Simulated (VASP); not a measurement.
Given:

```xyz
6
Lattice="4.6931 0.0000 0.0000 0.0000 4.6931 0.0000 0.0000 0.0000 2.9842" Properties=species:S:1:pos:R:3 pbc="T T T"
Ti     0.0000     0.0000     0.0000
Ti     2.3465     2.3465     1.4921
O      1.4350     1.4350     0.0000
O      3.7815     0.9116     1.4921
O      0.9116     3.7815     1.4921
O      3.2581     3.2581     0.0000
```

Computed with RPBE GGA, VASP's PBE PAW potentials (set 64) (plane waves; VASP 6.6.1). Run with 520 eV cut-off, Gaussian smearing of 0.050 eV, potentials Ti_sv O.

Q: Estimate the band gap (along the path) with the smallest direct gap where there is one.

A: 
```json
{
 "band gap (along the path)": "1.83 eV",
 "smallest direct gap (along the path)": "1.83 eV"
}
```

The absolute energy has meaning only against runs of the same code, potentials and settings.

The compound is TiO2 in the rutile structure. It was relaxed first, which changed the volume by +5 %.
